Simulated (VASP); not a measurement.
# Ba2Tl5V3O12 (P6/mmm) in VASP: relaxation of cell and atoms with PBE

Aim: the relaxation of cell and atoms of Ba2Tl5V3O12 with PBE.

Program: VASP 6.6.1. These are calculated values, not measurements. Logs are shortened: lines on timing, memory, paths and dates and some standing lists are left out, and cuts for length are marked.

## (1) Starting point

Symmetry: P6/mmm, No. 191, hexagonal system. The conventional cell has a = 7.426 Å, b = 7.426 Å, c = 9.741 Å, α = 90.00°, β = 90.00°, γ = 120.00°. Ba (site symmetry -6m2) has 6 O at 2.07 Å and 3 V at 2.14 Å as nearest neighbours. V (site symmetry mmm) is surrounded by 2 Ba at 2.14 Å and 8 O at 2.33 Å. Tl (site symmetry 3m) has 3 O at 2.03 Å as nearest neighbours. Tl (site symmetry 6/mmm) is surrounded by 12 O at 2.98 Å. O (site symmetry m) has 1 Tl at 2.03 Å and 1 Ba at 2.07 Å and 2 V at 2.33 Å as nearest neighbours.

The cell was built by a generator and needn't be a form met in nature.

## (2) Relaxation of cell and atoms, PBE, collinear spin, ferromagnetic start

File INCAR:

```
  PREC = Normal
  ENCUT = 520
  EDIFF = 1E-4
  ISMEAR = 0
  SIGMA = 0.15
  LREAL = Auto
  LASPH = True
  NELM = 60
  ALGO = Fast
  ISIF = 3
  LWAVE = False
  LCHARG = False
  ISPIN = 2
  MAGMOM = 0 0 2 2 2 0 0 0 0 0 0 0 0 0 0 0 0 0 0 0 0 0
  LORBIT = 11
  LMAXMIX = 4
  GGA = PE
  IBRION = 2
  NSW = 24
  EDIFFG = -0.08
```

File KPOINTS:

```
Automatic mesh
0
Gamma
  2 2 2
```

File POSCAR:

```
Ba2Tl5V3O12
1.0
    7.4263650200      0.0000000000      0.0000000000
   -3.7131825100      6.4314207700      0.0000000000
    0.0000000000      0.0000000000      9.7405842600
Ba V Tl O
2 3 5 12
Direct
    0.3333333300      0.6666666700      0.5000000000
    0.6666666700      0.3333333300      0.5000000000
    0.5000000000      0.0000000000      0.5000000000
    0.0000000000      0.5000000000      0.5000000000
    0.5000000000      0.5000000000      0.5000000000
    0.3333333300      0.6666666700      0.7604507700
    0.6666666700      0.3333333300      0.7604507700
    0.6666666700      0.3333333300      0.2395492300
    0.3333333300      0.6666666700      0.2395492300
    0.0000000000      0.0000000000      0.5000000000
    0.2082202600      0.4164405200      0.3665014500
    0.5835594800      0.7917797400      0.3665014500
    0.2082202600      0.7917797400      0.3665014500
    0.7917797400      0.5835594800      0.3665014500
    0.4164405200      0.2082202600      0.3665014500
    0.7917797400      0.2082202600      0.3665014500
    0.4164405200      0.2082202600      0.6334985500
    0.7917797400      0.5835594800      0.6334985500
    0.7917797400      0.2082202600      0.6334985500
    0.5835594800      0.7917797400      0.6334985500
    0.2082202600      0.4164405200      0.6334985500
    0.2082202600      0.7917797400      0.6334985500
```

Potentials or basis: VASP PAW PBE potentials, release 64 (Ba_sv, V_sv, Tl_d, O).

Started as:

```sh
$ cat potpaw_PBE.64/Ba_sv/POTCAR potpaw_PBE.64/V_sv/POTCAR potpaw_PBE.64/Tl_d/POTCAR potpaw_PBE.64/O/POTCAR > POTCAR
$ mpirun -np 4 vasp_std > vasp.out
```

OUTCAR:

```text
PREC = Normal
   ENCUT = 520
   EDIFF = 1E-4
   ISMEAR = 0
   LREAL = Auto
   LASPH = True
   NELM = 60
   ISIF = 3
   ISPIN = 2
   LORBIT = 11
   GGA = PE
   IBRION = 2
   NSW = 24
   EDIFFG = -0.08

 ion  position               nearest neighbor table
   1  0.333  0.667  0.500-  13 2.07  22 2.07  20 2.07  12 2.07  21 2.07  11 2.07   4 2.14   3 2.14
                             5 2.14   6 2.54   9 2.54  10 4.29   2 4.29   2 4.29  10 4.29  10 4.29
   2  0.667  0.333  0.500-  16 2.07  19 2.07  17 2.07  15 2.07  18 2.07  14 2.07   4 2.14   3 2.14
                             5 2.14   7 2.54   8 2.54   1 4.29  10 4.29   1 4.29  10 4.29  10 4.29
   3  0.500  0.000  0.500-   1 2.14   2 2.14  12 2.33  15 2.33  17 2.33  20 2.33  13 2.33  19 2.33
                            16 2.33  22 2.33   6 3.32   7 3.32   8 3.32   9 3.32
   4  0.000  0.500  0.500-   1 2.14   2 2.14  11 2.33  14 2.33  18 2.33  21 2.33  13 2.33  19 2.33
                            16 2.33  22 2.33   6 3.32   7 3.32   8 3.32   9 3.32
   5  0.500  0.500  0.500-   1 2.14   2 2.14  11 2.33  14 2.33  18 2.33  21 2.33  17 2.33  12 2.33
                            20 2.33  15 2.33   6 3.32   7 3.32   8 3.32   9 3.32
   6  0.333  0.667  0.760-  22 2.03  20 2.03  21 2.03   1 2.54   4 3.32   3 3.32   5 3.32
   7  0.667  0.333  0.760-  19 2.03  17 2.03  18 2.03   2 2.54   4 3.32   3 3.32   5 3.32
   8  0.667  0.333  0.240-  16 2.03  15 2.03  14 2.03   2 2.54   4 3.32   3 3.32   5 3.32
   9  0.333  0.667  0.240-  13 2.03  12 2.03  11 2.03   1 2.54   4 3.32   3 3.32   5 3.32
  10  0.000  0.000  0.500-  13 2.98  16 2.98  19 2.98  22 2.98  17 2.98  15 2.98  20 2.98  12 2.98
                            14 2.98  11 2.98  21 2.98  18 2.98   1 4.29   2 4.29   2 4.29   1 4.29
  11  0.208  0.416  0.367-   9 2.03   1 2.07   4 2.33   5 2.33  10 2.98
  12  0.584  0.792  0.367-   9 2.03   1 2.07   3 2.33   5 2.33  10 2.98
  13  0.208  0.792  0.367-   9 2.03   1 2.07   3 2.33   4 2.33  10 2.98
  14  0.792  0.584  0.367-   8 2.03   2 2.07   4 2.33   5 2.33  10 2.98
  15  0.416  0.208  0.367-   8 2.03   2 2.07   3 2.33   5 2.33  10 2.98
  16  0.792  0.208  0.367-   8 2.03   2 2.07   3 2.33   4 2.33  10 2.98
  17  0.416  0.208  0.633-   7 2.03   2 2.07   3 2.33   5 2.33  10 2.98
  18  0.792  0.584  0.633-   7 2.03   2 2.07   4 2.33   5 2.33  10 2.98
  19  0.792  0.208  0.633-   7 2.03   2 2.07   3 2.33   4 2.33  10 2.98
  20  0.584  0.792  0.633-   6 2.03   1 2.07   3 2.33   5 2.33  10 2.98
  21  0.208  0.416  0.633-   6 2.03   1 2.07   4 2.33   5 2.33  10 2.98
  22  0.208  0.792  0.633-   6 2.03   1 2.07   3 2.33   4 2.33  10 2.98

  LATTYP: Found a hexagonal cell.
 ALAT       =     7.4263650200
 C/A-ratio  =     1.3116220700

  Lattice vectors:

 A1 = (   7.4263650200,   0.0000000000,   0.0000000000)
 A2 = (  -3.7131825100,   6.4314207700,   0.0000000000)
 A3 = (   0.0000000000,   0.0000000000,   9.7405842600)

Analysis of symmetry for initial positions (statically):
=====================================================================
 Subroutine PRICEL returns:
 Original cell was already a primitive cell.

 Routine SETGRP: Setting up the symmetry group for a
 hexagonal supercell.

 Subroutine GETGRP returns: Found 24 space group operations
 (whereof 24 operations were pure point group operations)
 out of a pool of 24 trial point group operations.

The static configuration has the point symmetry D_6h.

Analysis of symmetry for dynamics (positions and initial velocities):
=====================================================================
 Subroutine PRICEL returns:
 Original cell was already a primitive cell.

 Routine SETGRP: Setting up the symmetry group for a
 hexagonal supercell.

 Subroutine GETGRP returns: Found 24 space group operations
 (whereof 24 operations were pure point group operations)
 out of a pool of 24 trial point group operations.

The dynamic configuration has the point symmetry D_6h.

Analysis of structural, dynamic, and magnetic symmetry:
=====================================================================
 Subroutine PRICEL returns:
 Original cell was already a primitive cell.

 Routine SETGRP: Setting up the symmetry group for a
 hexagonal supercell.

 Subroutine GETGRP returns: Found 24 space group operations
 (whereof 24 operations were pure point group operations)
 out of a pool of 24 trial point group operations.

The overall configuration has the point symmetry D_6h.

 Subroutine INISYM returns: Found 24 space group operations
 (whereof 24 operations are pure point group operations),
 and found     1 'primitive' translations

----------------------------------------------------------------------------------------

                                     Primitive cell

  volume of cell :     465.2305

  direct lattice vectors                    reciprocal lattice vectors
     7.426365020  0.000000000  0.000000000     0.134655379  0.077743320  0.000000000
    -3.713182510  6.431420770  0.000000000     0.000000000  0.155486639  0.000000000
     0.000000000  0.000000000  9.740584260     0.000000000  0.000000000  0.102663246

  length of vectors
     7.426365020  7.426365024  9.740584260     0.155486639  0.155486639  0.102663246

  position of ions in fractional coordinates (direct lattice)
[... 120 lines left out ...]
  Fermi-wavevector in a.u.,A,eV,Ry     =   1.227262  2.319190 20.492729  1.506173
  Thomas-Fermi vector in A             =   2.362232
   LORBIT       =     11    0 simple, 1 ext, 2 COOP (PROOUT), +10 PAW based schemes
   GGA     = PE    functional components
   LHFCALC =     F    Hartree Fock is set to
   AEXX    =    0.0000 exact exchange contribution
   IVDW    =     0    specifies the selected vdW correction
   LEPSILON=     F    determine dielectric tensor
   LRPA    =     F    only Hartree local field effects (RPA)
 conjugate gradient relaxation of ions
 spin polarized calculation
 RMM-DIIS sequential band-by-band and
 Gauss-broadening in eV      SIGMA  =   0.15
  energy-cutoff  :      520.00
  volume of cell :      465.23
 maximum number of plane-waves:     12576
   NGX = 27   NGY = 27   NGZ = 37

--------------------------------------- Ionic step        1  -------------------------------------------

 number of electron     195.9999972 magnetization       4.0127128

 Free energy of the ion-electron system (eV)
  ---------------------------------------------------
  ext. energy  EPLUGINS =         0.00000000
  ---------------------------------------------------
  free energy    TOTEN  =       -71.22934278 eV

  energy without entropy =      -71.07641181  energy(sigma->0) =      -71.15287729

------------------------ aborting loop because EDIFF is reached ----------------------------------------

  FORCE on cell =-STRESS in cart. coord.  units (eV):
  Direction    XX          YY          ZZ          XY          YZ          ZX
  --------------------------------------------------------------------------------------
  -------------------------------------------------------------------------------------
  Total      130.2047825    130.2047827    136.7022625      0.0000000      0.0000000      0.0000000
  in kB      448.4038116    448.4038123    470.7800618      0.0000000      0.0000000      0.0000000
  external PRESSURE =     455.8625619 kB  Pullay stress =       0.0000000 kB
[... 45 lines left out ...]
 number of electron     195.9999973 magnetization       0.0035245

 number of electron     195.9999640 magnetization      -0.1548216

------------------------ aborting loop EDIFF was not reached (unconverged)  ----------------------------

  FORCE on cell =-STRESS in cart. coord.  units (eV):
  Direction    XX          YY          ZZ          XY          YZ          ZX
  --------------------------------------------------------------------------------------
  -------------------------------------------------------------------------------------
  Total      -88.6426044    -88.6426046   -110.6046543      0.0000000     -0.0000000      0.0000000
  in kB     -142.1222508   -142.1222511   -177.3343927      0.0000000     -0.0000000      0.0000000
  external PRESSURE =    -153.8596315 kB  Pullay stress =       0.0000000 kB
[... 95 lines left out ...]
  FREE ENERGIE OF THE ION-ELECTRON SYSTEM (eV)
  ---------------------------------------------------
  free  energy   TOTEN  =       -94.4752678141 eV

  energy  without entropy=      -94.3179210993  energy(sigma->0) =      -94.39659446

 E-fermi :   0.0291     XC(G=0):  -7.0956

 val. band max:        0.0143406944   @ k =   0.5000   0.0000   0.0000
 cond. band min:       0.0410664738   @ k =   0.5000   0.0000   0.5000
 fundamental gap:      0.0267257794
 Fermi energy:         0.0291471859

 spin component 1

 k-point     1 :       0.0000    0.0000    0.0000
  band No.  band energies     occupation
      1     -65.3949      1.00000
      2     -65.3926      1.00000
      3     -65.3926      1.00000
      4     -39.4315      1.00000
      5     -39.3717      1.00000
      6     -39.3717      1.00000
[... 896 lines left out ...]
    109       0.9930      0.00000
    110       1.0348      0.00000
 [bands above 110 left out]

[... ionic steps 4 to 14 ...]

--------------------------------------- Ionic step       15  -------------------------------------------

 number of electron     195.9999815 magnetization      -0.1802328

 number of electron     195.9999815 magnetization       0.1394352
[... 109 lines left out ...]
--------------------------------------- Ionic step       17  -------------------------------------------

 number of electron     195.9999934 magnetization       0.0786966

 Free energy of the ion-electron system (eV)
  ---------------------------------------------------
  ext. energy  EPLUGINS =         0.00000000
  ---------------------------------------------------
  free energy    TOTEN  =       -96.54397640 eV

  energy without entropy =      -96.27797019  energy(sigma->0) =      -96.41097330

 E-fermi :  -0.0786     XC(G=0):  -7.1061

 val. band max:       -0.0850438416   @ k =   0.5000   0.0000   0.0000
 cond. band min:      -0.0706118030   @ k =   0.5000   0.0000   0.5000
 fundamental gap:      0.0144320385
 Fermi energy:        -0.0785750437

 spin component 1

 k-point     1 :       0.0000    0.0000    0.0000
  band No.  band energies     occupation
      1     -65.4837      1.00000
      2     -65.4816      1.00000
      3     -65.4816      1.00000
      4     -39.5020      1.00000
      5     -39.4456      1.00000
      6     -39.4456      1.00000
[... 896 lines left out ...]
    109       0.8670      0.00000
    110       0.9055      0.00000
 [bands above 110 left out]

------------------------ aborting loop because EDIFF is reached ----------------------------------------

  FORCE on cell =-STRESS in cart. coord.  units (eV):
  Direction    XX          YY          ZZ          XY          YZ          ZX
  --------------------------------------------------------------------------------------
  -------------------------------------------------------------------------------------
  Total        0.2719587      0.2719587     -1.5954919      0.0000000      0.0000000     -0.0000000
  in kB        0.7069998      0.7069998     -4.1477340      0.0000000      0.0000000     -0.0000000
  external PRESSURE =      -0.9112448 kB  Pullay stress =       0.0000000 kB
[... 37 lines left out ...]
  FREE ENERGIE OF THE ION-ELECTRON SYSTEM (eV)
  ---------------------------------------------------
  free  energy   TOTEN  =       -96.5439763987 eV

  energy  without entropy=      -96.2779701945  energy(sigma->0) =      -96.41097330

 reached required accuracy - stopping structural energy minimisation

 total charge

# of ion       s       p       d       tot
------------------------------------------
    1        2.115   5.400   1.568   9.083
    2        2.115   5.400   1.568   9.083
    3        2.155   6.111   2.965  11.232
    4        2.155   6.111   2.965  11.232
    5        2.155   6.111   2.965  11.232
    6        1.249   0.198   9.672  11.119
[... 14 lines left out ...]
   21        1.614   3.227   0.000   4.842
   22        1.614   3.227   0.000   4.842
--------------------------------------------------
tot         36.365  68.712  60.395 165.473

 magnetization (x)

# of ion       s       p       d       tot
------------------------------------------
    1       -0.000   0.006  -0.002   0.004
    2       -0.000   0.006  -0.002   0.004
    3       -0.000  -0.000  -0.005  -0.005
    4       -0.000  -0.000  -0.005  -0.005
    5       -0.000  -0.000  -0.005  -0.005
    6        0.000  -0.000   0.000   0.000
[... 14 lines left out ...]
   21        0.000   0.008   0.000   0.008
   22        0.000   0.008   0.000   0.008
--------------------------------------------------
tot          0.001   0.104  -0.019   0.087
```

It took 15 min on 4 MPI ranks of Intel Xeon 6975P-C (Granite Rapids), shared host; peak memory 0.27 GiB.

Results:

| Item | Value |
| --- | --- |
| Free energy | -96.5440 eV |
| Relaxed volume | 28.01 Å³/atom |
| Relaxed cell | a = 8.271 Å, b = 8.271 Å, c = 10.403 Å, α = 90.00°, β = 90.00°, γ = 120.00° |
| Space group after relaxing (to 0.05 Å) | P6/mmm (No. 191) |
| Energy gained by relaxing | 1150.7 meV/atom |
| Ionic steps | 17 |
| Pressure after relaxing | -0.1 GPa |
| Largest force after relaxing | 0.068 eV/Å |
| Band gap on the k mesh | none (metal or under the smearing width) |
| Net moment | 0.08 μB per cell |
| Valence electrons inside the program's atomic spheres | Ba 9.08; V 11.23; Tl 11.12, 11.04; O 4.84 |

Forces in eV/Å, atoms in the order of the input:
```
Ba   0.000  0.000  0.000
Ba   0.000  0.000  0.000
V    0.000  0.000  0.000
V    0.000  0.000  0.000
V    0.000  0.000  0.000
Tl   0.000  0.000  0.068
Tl   0.000  0.000  0.068
Tl   0.000  0.000 -0.068
Tl   0.000  0.000 -0.068
Tl   0.000  0.000  0.000
O    0.000 -0.011  0.013
O    0.010  0.006  0.013
O   -0.010  0.006  0.013
O    0.000  0.011  0.013
O   -0.010 -0.006  0.013
O    0.010 -0.006  0.013
O   -0.010 -0.006 -0.013
O    0.000  0.011 -0.013
O    0.010 -0.006 -0.013
O    0.010  0.006 -0.013
O    0.000 -0.011 -0.013
O   -0.010  0.006 -0.013
```

Stress tensor (GPa, compression positive):
```
 0.07  0.00  0.00
 0.00  0.07  0.00
 0.00  0.00 -0.41
```

The path:
| step | energy change (eV) | largest force (eV/Å) | pressure (GPa) | volume (Å³) |
| --- | --- | --- | --- | --- |
| 1 | 0.0000 | 14.3260 | 45.59 | 465.23 |
| 2 | 5.6966 | 2.0330 | -15.39 | 999.29 |
| 3 | -23.2459 | 1.5782 | -4.13 | 648.96 |
| 4 | -23.7917 | 1.3684 | -2.40 | 629.19 |
| 5 | -24.0513 | 1.0770 | 0.16 | 604.00 |
| 6 | -24.8242 | 0.7752 | 0.13 | 608.50 |
| 7 | -24.9902 | 0.7318 | 0.06 | 611.41 |
| 8 | -25.1773 | 0.4672 | 0.02 | 613.35 |
| 9 | -25.2520 | 0.2774 | 0.30 | 614.81 |
| 10 | -25.2398 | 0.3184 | 0.37 | 617.68 |
| 11 | -25.2757 | 0.1794 | 0.12 | 616.18 |
| 12 | -25.2937 | 0.1033 | -0.20 | 618.64 |
| 13 | -25.2983 | 0.0827 | -0.41 | 620.47 |
| 14 | -25.3095 | 0.0469 | -0.27 | 618.39 |
| 15 | -25.3239 | 0.1294 | 2.76 | 614.04 |
| 16 | -25.3120 | 0.0557 | -0.16 | 617.60 |
| 17 | -25.3146 | 0.0676 | -0.09 | 616.30 |

Final structure:
```
CELL_PARAMETERS angstrom
8.27071 0.00000 0.00000
-4.13535 7.16264 0.00000
0.00000 0.00000 10.40348
ATOMIC_POSITIONS crystal
Ba 0.33333 0.66667 0.50000
Ba 0.66667 0.33333 0.50000
V 0.50000 0.00000 0.50000
V 0.00000 0.50000 0.50000
V 0.50000 0.50000 0.50000
Tl 0.33333 0.66667 0.80926
Tl 0.66667 0.33333 0.80926
Tl 0.66667 0.33333 0.19074
Tl 0.33333 0.66667 0.19074
Tl 0.00000 0.00000 0.50000
O 0.20485 0.40970 0.37188
O 0.59030 0.79515 0.37188
O 0.20485 0.79515 0.37188
O 0.79515 0.59030 0.37188
O 0.40970 0.20485 0.37188
O 0.79515 0.20485 0.37188
O 0.40970 0.20485 0.62812
O 0.79515 0.59030 0.62812
O 0.79515 0.20485 0.62812
O 0.59030 0.79515 0.62812
O 0.20485 0.40970 0.62812
O 0.20485 0.79515 0.62812
```

Caveat: the k mesh is coarse (spacing up to 0.49 Å⁻¹), so the values aren't converged; the volume moved by over 15 % at a fixed basis, so the end points are rough; semilocal functionals often make such compounds metallic where correlation or magnetic order opens a gap, which also shifts bond lengths; the relaxation stopped at a loose force limit of 0.08 eV/Å, so its end isn't a converged minimum. Spin-orbit coupling is left out, which matters for the levels of Ba, Tl.
